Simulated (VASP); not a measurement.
Output of a VASP run:

OSZICAR:
```
       N       E                     dE             d eps       ncg     rms          rms(c)
DAV:   1     0.126288491378E+03    0.12629E+03   -0.12991E+04  1760   0.113E+03
DAV:   2    -0.759422213133E+02   -0.20223E+03   -0.19891E+03  2472   0.204E+02
DAV:   3    -0.925110796258E+02   -0.16569E+02   -0.16493E+02  2108   0.666E+01
DAV:   4    -0.927993579299E+02   -0.28828E+00   -0.28681E+00  2412   0.910E+00
DAV:   5    -0.928033610799E+02   -0.40031E-02   -0.40004E-02  2192   0.105E+00    0.982E+00
DAV:   6    -0.886100387054E+02    0.41933E+01   -0.62474E-01  2126   0.624E+00    0.687E+00
DAV:   7    -0.819637503431E+02    0.66463E+01   -0.35944E+00  1922   0.989E+00    0.267E+00
DAV:   8    -0.847341841810E+02   -0.27704E+01   -0.79725E-01  1874   0.600E+00    0.860E-01
DAV:   9    -0.853044342524E+02   -0.57025E+00   -0.20193E-01  2156   0.273E+00    0.721E-01
DAV:  10    -0.856960031397E+02   -0.39157E+00   -0.16134E-01  1904   0.325E+00    0.145E-01
DAV:  11    -0.857099121607E+02   -0.13909E-01   -0.10472E-02  2236   0.839E-01    0.882E-02
DAV:  12    -0.857080542234E+02    0.18579E-02   -0.60821E-03  2042   0.751E-01    0.681E-02
DAV:  13    -0.857134127664E+02   -0.53585E-02   -0.49590E-03  2078   0.628E-01    0.198E-02
DAV:  14    -0.857141004275E+02   -0.68766E-03   -0.26359E-04  2162   0.139E-01    0.127E-02
DAV:  15    -0.857140984024E+02    0.20251E-05   -0.24815E-05  2176   0.450E-02    0.938E-03
DAV:  16    -0.857141979256E+02   -0.99523E-04   -0.76557E-05  2084   0.765E-02    0.208E-03
DAV:  17    -0.857142201456E+02   -0.22220E-04   -0.76577E-06  2192   0.248E-02    0.161E-03
DAV:  18    -0.857142208540E+02   -0.70838E-06   -0.10996E-06  2132   0.100E-02    0.937E-04
DAV:  19    -0.857142209477E+02   -0.93683E-07   -0.76664E-07  2174   0.776E-03
   1 F= -.85714221E+02 E0= -.85714221E+02  d E =0.000000E+00
       N       E                     dE             ncg
       N       E                     dE             ncg
```

### OUTCAR
```
------------------------ aborting loop because EDIFF is reached ----------------------------------------
  FORCE on cell =-STRESS in cart. coord.  units (eV):
  Direction    XX          YY          ZZ          XY          YZ          ZX
  --------------------------------------------------------------------------------------
  Total        0.0572210      0.0572210     -0.1074501     -0.0000013      0.0000000      0.0000000
  in kB        0.5135997      0.5135997     -0.9644428     -0.0000114      0.0000002      0.0000000
  external PRESSURE =       0.0209189 kB  Pullay stress =       0.0000000 kB
  volume of cell :      178.50
      direct lattice vectors                 reciprocal lattice vectors
     5.644354299  3.258770751  1.617415905     0.088584069  0.051144063  0.206090066
    -5.644355757  3.258768225  1.617415905    -0.088584092  0.051144024  0.206090066
     0.000001458 -6.517539969  1.617415893     0.000000023 -0.102288088  0.206090035
 POSITION                                       TOTAL-FORCE (eV/Angst)
 -----------------------------------------------------------------------------------
      0.69816      4.52447      2.69984        -0.017414     -0.005800      0.002781
     -0.69816     -4.52447      2.15241         0.017414      0.005800     -0.002781
     -4.26738     -1.65761      2.69984         0.013730     -0.012181      0.002781
      4.26738      1.65761      2.15241        -0.013730      0.012181     -0.002781
      3.56923     -2.86686      2.69984         0.003684      0.017981      0.002781
     -3.56923      2.86686      2.15241        -0.003684     -0.017981     -0.002781
 -----------------------------------------------------------------------------------
    total drift:                               -0.000000     -0.000000     -0.000000
  FREE ENERGIE OF THE ION-ELECTRON SYSTEM (eV)
  ---------------------------------------------------
  free  energy   TOTEN  =       -85.7142209477 eV

  energy  without entropy=      -85.7142209477  energy(sigma->0) =      -85.71422095

 total charge

# of ion       s       p       d       tot
------------------------------------------
    1        1.504   2.221   0.058   3.783
    2        1.504   2.221   0.058   3.783
    3        1.504   2.221   0.058   3.783
    4        1.504   2.221   0.058   3.783
    5        1.504   2.221   0.058   3.783
    6        1.504   2.221   0.058   3.783
--------------------------------------------------
tot          9.023  13.328   0.349  22.700
```
(Selected blocks of OUTCAR.)

### POSCAR
```
Se
1
    5.6443542986     3.2587707512     1.6174159045
   -5.6443557570     3.2587682253     1.6174159045
    0.0000014584    -6.5175399686     1.6174158931
Se
6
Direct
  0.8496558799   0.7259645451   0.0936110979
  0.1503441201   0.2740354549   0.9063889021
  0.0936110977   0.8496558797   0.7259645448
  0.9063889023   0.1503441203   0.2740354552
  0.7259645450   0.0936110977   0.8496558797
  0.2740354550   0.9063889023   0.1503441203
```

Write an INCAR and KPOINTS that could have produced this output.

One answer among several that fit: the input of the run itself, r2SCAN meta-GGA, plane waves, VASP's PBE PAW potentials (set 64).

File KPOINTS:
```
K-points
0
G
6 6 6
```

**KPOINTS_OPT**
```
k-points along high-symmetry lines
12
Line-mode
Reciprocal
  0.000000   0.000000   0.000000 ! GAMMA
  0.500000   0.000000   0.000000 ! L

  0.500000   0.000000   0.000000 ! L
  0.500000  -0.500000   0.500000 ! T

  0.500000  -0.500000   0.500000 ! T
  0.207350  -0.792650   0.207350 ! P_0

  0.207350   0.207350   0.207350 ! P_2
  0.000000   0.000000   0.000000 ! GAMMA

  0.000000   0.000000   0.000000 ! GAMMA
  0.500000  -0.500000   0.000000 ! F
```

**INCAR**
```
! general
SYSTEM  = Se
PREC    = Accurate
ENCUT   = 400   ! plane-wave cut-off (eV)
LREAL   = .FALSE.
LASPH   = .TRUE.

! electronic loop
EDIFF   = 1E-7   ! SCF stop (eV)
NELM    = 100   ! most electronic steps
ALGO    = Normal
LMAXMIX = 4   ! l cut-off of mixed one-centre charges
LMIXTAU = .TRUE.

! smearing
ISMEAR  = -5   ! tetrahedra, Bloechl

! functional
METAGGA = R2SCAN

! ions
ISIF    = 2   ! forces and stress, cell fixed

! output
LWAVE   = .FALSE.
LCHARG  = .FALSE.
LORBIT  = 11
NEDOS   = 601   ! DOS grid

! other
LEFG    = .TRUE.
```

POTCAR, in this order: Se (PBE.64 set). Program: vasp_std.

The structure comes from a computed database's Se entry (R-3); how it stands against other phases isn't given here. It was relaxed first.
